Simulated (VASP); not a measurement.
```
SrTe
1.0
    0.00000     3.34793     3.34793
    3.34793     0.00000     3.34793
    3.34793     3.34793     0.00000
Sr Te
1 1
Direct
  0.00000   0.00000   0.00000
  0.50000   0.50000   0.50000
```

Method: revTPSS meta-GGA, VASP's PBE PAW potentials (set 64) (plane waves; VASP 6.6.1). Run with 520 eV cut-off, 7×7×7 Γ-centred mesh, Gaussian smearing of 0.050 eV, potentials Sr_sv Te.

The job: SrTe (rock salt), 2 atoms, revTPSS, static run, 520 eV, 7×7×7 Γ-centred mesh. Roughly how much core time does it take on a busy server core?

About 60 core-seconds (one run on a shared machine, a rough figure). It had 20 irreducible k-points, 12 bands, up to 2029 plane waves and 24 electronic steps.

The compound is SrTe in the rock salt structure. It was relaxed first.
